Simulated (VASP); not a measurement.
All values below come from LDA (Ceperley-Alder, Perdew-Zunger), VASP's LDA PAW potentials (set 64) (plane waves; VASP).

VASP ran on this input.

### KPOINTS
```
Automatic mesh
0
Gamma
6 6 4
0 0 0
```

INCAR:
```
SYSTEM = La2O3
PREC = Accurate
ENCUT = 520
EDIFF = 1E-6
NELM = 100
ALGO = Normal
LREAL = .FALSE.
LASPH = .TRUE.
ISMEAR = 0
SIGMA = 0.05
LMAXMIX = 6
LWAVE = .FALSE.
LCHARG = .FALSE.
IBRION = 2
ISIF = 3
NSW = 60
EDIFFG = -0.02
```

**POSCAR**
```
La2O3
1
    1.9353650299    -3.3521504768     0.0000000000
    1.9353650299     3.3521504768    -0.0000000000
   -0.0000000000     0.0000000000     5.9929887665
La O
2 3
Direct
  0.3333330000   0.6666670000   0.2441098835
  0.6666670000   0.3333330000   0.7558901165
  0.0000000000   0.0000000000   0.0000000000
  0.3333330000   0.6666670000   0.6453217811
  0.6666670000   0.3333330000   0.3546782189
```

POTCAR, in this order: La O (LDA.64 set). Program: vasp_std.

Output

File OUTCAR:
```
 ion  position               nearest neighbor table
   1  0.333  0.667  0.244-   5 2.33   5 2.33   5 2.33   4 2.40   3 2.67   3 2.67   3 2.67   2 3.68
                             2 3.68   2 3.68
   2  0.667  0.333  0.756-   4 2.33   4 2.33   4 2.33   5 2.40   3 2.67   3 2.67   3 2.67   1 3.68
                             1 3.68   1 3.68
   3  0.000  0.000  0.000-   1 2.67   2 2.67   2 2.67   1 2.67   2 2.67   1 2.67
   4  0.333  0.667  0.645-   2 2.33   2 2.33   2 2.33   1 2.40
   5  0.667  0.333  0.355-   1 2.33   1 2.33   1 2.33   2 2.40
  LATTYP: Found a hexagonal cell.
 ALAT       =     3.8707299852
 C/A-ratio  =     1.5482838610
 Subroutine PRICEL returns:
 Original cell was already a primitive cell.
 Subroutine GETGRP returns: Found 12 space group operations
The static configuration has the point symmetry D_3d.
The dynamic configuration has the point symmetry D_3d.
 Subroutine INISYM returns: Found 12 space group operations
 Subroutine IBZKPT returns following result:
 Found     24 irreducible k-points:

 Following reciprocal coordinates:
            Coordinates               Weight
  0.000000  0.000000  0.000000      1.000000
  0.166667  0.000000  0.000000      6.000000
  0.333333 -0.000000  0.000000      6.000000
...
```

OSZICAR:
```
       N       E                     dE             d eps       ncg     rms          rms(c)
DAV:   1     0.465372921194E+03    0.46537E+03   -0.15939E+04  1160   0.262E+03
DAV:   2     0.936808372575E+02   -0.37169E+03   -0.36606E+03  1672   0.411E+02
DAV:   3    -0.311034040378E+02   -0.12478E+03   -0.12300E+03  2160   0.224E+02
DAV:   4    -0.504602009068E+02   -0.19357E+02   -0.19348E+02  2024   0.971E+01
DAV:   5    -0.515018150333E+02   -0.10416E+01   -0.10412E+01  2096   0.266E+01    0.149E+01
DAV:   6    -0.461618219277E+02    0.53400E+01   -0.49231E+01  1768   0.442E+01    0.777E+00
DAV:   7    -0.459942366953E+02    0.16759E+00   -0.53681E+00  2192   0.248E+01    0.361E+00
DAV:   8    -0.459122379295E+02    0.81999E-01   -0.53480E-01  1992   0.643E+00    0.124E+00
DAV:   9    -0.458951694313E+02    0.17068E-01   -0.75985E-02  2024   0.237E+00    0.363E-01
DAV:  10    -0.458957893057E+02   -0.61987E-03   -0.26976E-02  1920   0.120E+00    0.180E-01
DAV:  11    -0.458959204595E+02   -0.13115E-03   -0.65806E-03  2128   0.669E-01    0.107E-01
DAV:  12    -0.458959007417E+02    0.19718E-04   -0.15384E-03  2056   0.263E-01    0.376E-02
DAV:  13    -0.458959002931E+02    0.44859E-06   -0.55307E-04  1920   0.165E-01    0.245E-02
DAV:  14    -0.458958898993E+02    0.10394E-04   -0.10351E-04  2064   0.968E-02    0.384E-03
DAV:  15    -0.458958904921E+02   -0.59277E-06   -0.56672E-06  1560   0.216E-02
   1 F= -.45895890E+02 E0= -.45895890E+02  d E =-.458959E+02
       N       E                     dE             d eps       ncg     rms          rms(c)
DAV:   1    -0.458995624459E+02   -0.36725E-02   -0.25739E-01  2088   0.778E+00    0.311E-01
DAV:   2    -0.458977346681E+02    0.18278E-02   -0.80673E-03  1872   0.842E-01    0.161E-01
DAV:   3    -0.458969666588E+02    0.76801E-03   -0.21934E-03  2264   0.537E-01    0.404E-02
DAV:   4    -0.458969468308E+02    0.19828E-04   -0.22211E-04  1928   0.123E-01    0.202E-02
DAV:   5    -0.458969458780E+02    0.95284E-06   -0.35998E-05  2120   0.494E-02    0.104E-02
DAV:   6    -0.458969449682E+02    0.90983E-06   -0.13045E-05  1624   0.283E-02    0.531E-03
DAV:   7    -0.458969447919E+02    0.17629E-06   -0.12736E-06  1136   0.176E-02
   2 F= -.45896945E+02 E0= -.45896945E+02  d E =-.105430E-02
       N       E                     dE             d eps       ncg     rms          rms(c)
DAV:   1    -0.458973721267E+02   -0.42716E-03   -0.33862E-02  2104   0.282E+00    0.113E-01
DAV:   2    -0.458971288524E+02    0.24327E-03   -0.10495E-03  1824   0.303E-01    0.585E-02
DAV:   3    -0.458970282572E+02    0.10060E-03   -0.29182E-04  2240   0.195E-01    0.151E-02
DAV:   4    -0.458970253062E+02    0.29510E-05   -0.30514E-05  1928   0.456E-02    0.743E-03
DAV:   5    -0.458970251041E+02    0.20210E-06   -0.40205E-06  1376   0.184E-02
   3 F= -.45897025E+02 E0= -.45897025E+02  d E =-.113461E-02
       N       E                     dE             d eps       ncg     rms          rms(c)
DAV:   1    -0.458993742098E+02   -0.23489E-02   -0.12287E-01  2120   0.466E+00    0.294E-01
DAV:   2    -0.458977445136E+02    0.16297E-02   -0.81942E-03  1816   0.674E-01    0.104E-01
DAV:   3    -0.458974101391E+02    0.33437E-03   -0.10507E-03  2232   0.424E-01    0.478E-02
DAV:   4    -0.458973487950E+02    0.61344E-04   -0.28099E-04  2272   0.164E-01    0.145E-02
DAV:   5    -0.458973499455E+02   -0.11505E-05   -0.23297E-05  2152   0.396E-02    0.867E-03
DAV:   6    -0.458973502454E+02   -0.29991E-06   -0.33634E-06  1328   0.234E-02
   4 F= -.45897350E+02 E0= -.45897350E+02  d E =-.325141E-03
       N       E                     dE             d eps       ncg     rms          rms(c)
DAV:   1    -0.458977441860E+02   -0.39424E-03   -0.22403E-02  2120   0.199E+00    0.125E-01
DAV:   2    -0.458974473656E+02    0.29682E-03   -0.14758E-03  1824   0.284E-01    0.444E-02
DAV:   3    -0.458973861002E+02    0.61265E-04   -0.19104E-04  2240   0.181E-01    0.203E-02
DAV:   4    -0.458973752965E+02    0.10804E-04   -0.51738E-05  2280   0.694E-02    0.635E-03
DAV:   5    -0.458973754601E+02   -0.16367E-06   -0.35472E-06  1632   0.174E-02
   5 F= -.45897375E+02 E0= -.45897375E+02  d E =-.350356E-03
       N       E                     dE             d eps       ncg     rms          rms(c)
DAV:   1    -0.458976070008E+02   -0.23170E-03   -0.71627E-02  1928   0.327E+00    0.109E-01
DAV:   2    -0.458976411609E+02   -0.34160E-04   -0.30547E-03  1880   0.443E-01    0.598E-02
DAV:   3    -0.458975683284E+02    0.72832E-04   -0.31269E-04  2280   0.191E-01    0.283E-02
DAV:   4    -0.458975518491E+02    0.16479E-04   -0.66021E-05  2288   0.814E-02    0.110E-02
DAV:   5    -0.458975509271E+02    0.92198E-06   -0.23468E-05  1888   0.324E-02    0.499E-03
DAV:   6    -0.458975506102E+02    0.31687E-06   -0.44871E-06  1152   0.194E-02
   6 F= -.45897551E+02 E0= -.45897551E+02  d E =-.175150E-03
       N       E                     dE             d eps       ncg     rms          rms(c)
DAV:   1    -0.458975576449E+02   -0.67179E-05   -0.24319E-03  1912   0.605E-01    0.204E-02
DAV:   2    -0.458975591140E+02   -0.14690E-05   -0.11319E-04  1872   0.844E-02    0.111E-02
DAV:   3    -0.458975565150E+02    0.25990E-05   -0.83335E-06  1560   0.344E-02    0.574E-03
DAV:   4    -0.458975559308E+02    0.58420E-06   -0.48891E-06  1536   0.240E-02
   7 F= -.45897556E+02 E0= -.45897556E+02  d E =-.180471E-03
       N       E                     dE             d eps       ncg     rms          rms(c)
DAV:   1    -0.458975486842E+02    0.78308E-05   -0.96257E-03  1936   0.121E+00    0.401E-02
DAV:   2    -0.458975541357E+02   -0.54515E-05   -0.42294E-04  1840   0.164E-01    0.223E-02
DAV:   3    -0.458975442850E+02    0.98507E-05   -0.44694E-05  2296   0.714E-02    0.107E-02
DAV:   4    -0.458975419325E+02    0.23525E-05   -0.91975E-06  2032   0.309E-02    0.428E-03
DAV:   5    -0.458975417239E+02    0.20851E-06   -0.30160E-06  1136   0.141E-02
   8 F= -.45897542E+02 E0= -.45897542E+02  d E =-.166264E-03
       N       E                     dE             d eps       ncg     rms          rms(c)
DAV:   1    -0.458975611860E+02   -0.19254E-04   -0.66392E-03  1928   0.997E-01    0.334E-02
DAV:   2    -0.458975644522E+02   -0.32661E-05   -0.28791E-04  1832   0.136E-01    0.184E-02
DAV:   3    -0.458975575637E+02    0.68884E-05   -0.28766E-05  2232   0.585E-02    0.868E-03
DAV:   4    -0.458975558396E+02    0.17241E-05   -0.50293E-06  1616   0.263E-02    0.333E-03
DAV:   5    -0.458975557539E+02    0.85734E-07   -0.27565E-06  1000   0.234E-02
   9 F= -.45897556E+02 E0= -.45897556E+02  d E =-.180294E-03
       N       E                     dE             d eps       ncg     rms          rms(c)
DAV:   1    -0.458975560570E+02   -0.21743E-06   -0.10225E-04  1944   0.126E-01    0.404E-03
DAV:   2    -0.458975560934E+02   -0.36415E-07   -0.40416E-06  1440   0.161E-02
  10 F= -.45897556E+02 E0= -.45897556E+02  d E =-.180633E-03
       N       E                     dE             d eps       ncg     rms          rms(c)
DAV:   1    -0.458975660463E+02   -0.99893E-05   -0.91638E-03  1520   0.763E-01    0.189E-02
DAV:   2    -0.458975965051E+02   -0.30459E-04   -0.38859E-04  1856   0.225E-01    0.125E-02
DAV:   3    -0.458975924337E+02    0.40714E-05   -0.15843E-05  1912   0.396E-02    0.629E-03
DAV:   4    -0.458975912165E+02    0.12172E-05   -0.52000E-06  1496   0.242E-02    0.165E-03
DAV:   5    -0.458975912642E+02   -0.47716E-07   -0.84054E-07   744   0.156E-02
  11 F= -.45897591E+02 E0= -.45897591E+02  d E =-.351708E-04
```

File OUTCAR:
```
------------------------ aborting loop because EDIFF is reached ----------------------------------------
  FORCE on cell =-STRESS in cart. coord.  units (eV):
  Direction    XX          YY          ZZ          XY          YZ          ZX
  --------------------------------------------------------------------------------------
  Total       -0.0078946     -0.0078946      0.0186854     -0.0000000      0.0000000     -0.0000000
  in kB       -0.1628696     -0.1628696      0.3854903     -0.0000000      0.0000000     -0.0000000
  external PRESSURE =       0.0199171 kB  Pullay stress =       0.0000000 kB
  volume of cell :       77.66
      direct lattice vectors                 reciprocal lattice vectors
     1.941541162 -3.362847850  0.000000000     0.257527376 -0.148683503 -0.000000000
     1.941541162  3.362847850 -0.000000000     0.257527376  0.148683503  0.000000000
     0.000000000 -0.000000000  5.947237913     0.000000000  0.000000000  0.168145283
 POSITION                                       TOTAL-FORCE (eV/Angst)
 -----------------------------------------------------------------------------------
      1.94154      1.12095      1.45015         0.000000     -0.000000      0.004650
      1.94154     -1.12095      4.49709         0.000000      0.000000     -0.004650
      0.00000     -0.00000      5.94724        -0.000000      0.000000      0.000000
      1.94154      1.12095      3.84444        -0.000000      0.000000      0.014830
      1.94154     -1.12095      2.10280         0.000000     -0.000000     -0.014830
 -----------------------------------------------------------------------------------
    total drift:                                0.000000      0.000000      0.000000
  FREE ENERGIE OF THE ION-ELECTRON SYSTEM (eV)
  ---------------------------------------------------
  free  energy   TOTEN  =       -45.8975912642 eV

  energy  without entropy=      -45.8975912642  energy(sigma->0) =      -45.89759126

 reached required accuracy - stopping structural energy minimisation
```
(Selected blocks of OUTCAR.)

**CONTCAR**
```
La2O3
   1.00000000000000
     1.9415411617300249   -3.3628478500991132    0.0000000000000000
     1.9415411617300249    3.3628478500991132   -0.0000000000000000
     0.0000000000000000   -0.0000000000000000    5.9472379130949538
  La              O
     2     3
Direct
     0.3333330000000032    0.6666669999999968    0.2438360648078102
     0.6666669999999968    0.3333330000000032    0.7561639351921897
     0.0000000000000000    0.0000000000000000    1.0000000000000000
     0.3333330000000032    0.6666669999999968    0.6464247534120456
     0.6666669999999968    0.3333330000000032    0.3535752465879546
```

OUTCAR:
```
 val. band max:        6.2078237204   @ k =   0.5000  -0.0000   0.5000

 cond. band min:       9.9436870431   @ k =   0.3333   0.3333   0.0000


 Fermi energy:         6.4199620650

 k-point     1 :       0.0000    0.0000    0.0000
  band No.  band energies     occupation
      1     -23.3063      2.00000
      2     -22.9734      2.00000
      3     -10.7188      2.00000
      4      -9.2682      2.00000
      5      -8.8489      2.00000
      6      -6.8032      2.00000
      7      -6.8032      2.00000
      8      -6.4983      2.00000
      9      -6.4983      2.00000
     10      -6.3431      2.00000
     11      -5.5678      2.00000
     12       3.5760      2.00000
     13       3.5760      2.00000
     14       3.8859      2.00000
     15       3.8859      2.00000
     16       4.0554      2.00000
     17       4.3664      2.00000
     18       5.7168      2.00000
     19       5.7168      2.00000
     20       6.0061      2.00000
     21      10.4776      0.00000
     22      10.6950      0.00000
     23      10.6951      0.00000
     24      11.5646      0.00000

 k-point     2 :       0.1667    0.0000    0.0000
  band No.  band energies     occupation
      1     -23.2478      2.00000
      2     -22.9524      2.00000
      3     -10.6963      2.00000
      4      -9.7984      2.00000
      5      -9.2388      2.00000
      6      -6.9332      2.00000
      7      -6.5360      2.00000
      8      -6.5011      2.00000
      9      -6.3928      2.00000
     10      -6.2310      2.00000
     11      -5.4695      2.00000
     12       3.5372      2.00000
     13       3.8322      2.00000
     14       3.9726      2.00000
     15       4.1077      2.00000
     16       4.1716      2.00000
     17       4.9909      2.00000
     18       5.3498      2.00000
     19       5.7260      2.00000
     20       5.9339      2.00000
     21      10.5622      0.00000
     22      10.7822      0.00000
     23      10.9167      0.00000
     24      11.5649      0.00000
...
```

The compound is La2O3 in the a-type structure. This run relaxes it. Symmetry was kept, so distortions that lower it aren't found. The start is the result of an earlier pass.
